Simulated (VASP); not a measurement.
Consider the following.

```xyz
2
Lattice="0.0000 3.4129 3.4129 3.4129 0.0000 3.4129 3.4129 3.4129 0.0000" Properties=species:S:1:pos:R:3 pbc="T T T"
K      0.0000     0.0000     0.0000
I      3.4129     3.4129     3.4129
```

These are LDA (Ceperley-Alder, Perdew-Zunger), VASP's LDA PAW potentials (set 64) (plane waves; VASP) values and carry that method's errors. Settings: 520 eV cut-off, Gaussian smearing of 0.050 eV, potentials K_sv I.

Unless said otherwise, spin-orbit coupling is left out, though it shifts the bands of the heavy elements here.

Q: Give the energies of bands 6 to 11 at the high-symmetry points, in eV from the valence-band maximum.

A: 
| band | Γ | X | U | L | W |
|---|---|---|---|---|---|
| 6 | 0.00 | -1.21 | -1.04 | -1.65 | -0.89 |
| 7 | 0.00 | -0.44 | -0.95 | -0.45 | -0.89 |
| 8 | 0.00 | -0.44 | -0.48 | -0.45 | -0.77 |
| 9 | 3.87 | 4.49 | 5.30 | 5.36 | 6.26 |
| 10 | 6.22 | 5.72 | 6.69 | 7.71 | 6.26 |
| 11 | 6.22 | 8.04 | 7.62 | 8.18 | 6.66 |

The gap is direct, 3.87 eV, from the valence maximum at Γ to the conduction minimum at Γ.

Measured: gap 6.10 eV (computed value off by -2.23 eV), as given by Aguado et al., (1998), arXiv:cond-mat/9809176.

The compound is KI in the rock salt structure. It was relaxed first, which changed the volume by -10 %.
